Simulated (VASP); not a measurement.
HgPd: single point with LDA

Crystal: HgPd.

```
Hg Pd
1.0
     3.02995    0.00000    0.00000
     0.00000    3.02995    0.00000
     0.00000    0.00000    3.69200
Hg Pd
1 1
Direct
  0.00000 0.00000 0.00000
  0.50000 0.50000 0.50000
```

| Item | Value |
| --- | --- |
| Program | VASP 6.6.1 |
| Task | single point |
| Functional | LDA |
| Potentials or basis | VASP PAW LDA potentials, release 64 (Hg, Pd) |
| Cutoff | 520 eV |
| k mesh | 6 × 6 × 6 |
| Occupations | gaussian, width 0.1 eV |
| Spin | no spin polarisation |
| Dipole correction | no |
| Further INCAR settings | ALGO = Normal; EDIFF = 1e-07; NBANDS = 18 |

```yaml
Pressure: -2.8 GPa
Band_gap_on_the_k_mesh: none (metal or under the smearing width)
```

Stress tensor (GPa, compression positive):
```
-3.12  0.00  0.00
 0.00 -3.12  0.00
 0.00  0.00 -2.27
```

Levels at points of the mesh, in eV from the Fermi level:
```csv
k point,band 8,band 9,band 10,band 11,band 12,band 13,band 14,band 15
"(0.00, 0.00, 0.00)",-2.72,-1.51,-1.51,-1.38,2.69,8.11,8.11,8.50
"(0.50, 0.00, 0.00)",-3.49,-3.47,-2.47,-1.97,0.20,9.99,10.21,11.11
"(0.50, 0.50, 0.00)",-1.65,-1.65,-0.85,-0.11,-0.11,3.20,6.31,10.28
"(0.00, 0.00, 0.50)",-3.82,-2.40,-2.40,-1.84,-1.56,12.87,12.87,14.16
"(0.50, 0.00, 0.50)",-1.69,-1.50,-1.49,-1.36,-0.87,2.01,4.45,13.70
"(0.50, 0.50, 0.50)",-4.10,-1.67,-0.84,1.54,5.50,5.50,6.42,6.42
```

Wall time 10 s on 1 thread of Intel(R) Xeon(R) Platinum 8488C (Sapphire Rapids) (shared host), peak memory 0.14 GiB.

Spin-orbit coupling is left out, which matters for the levels of Hg.
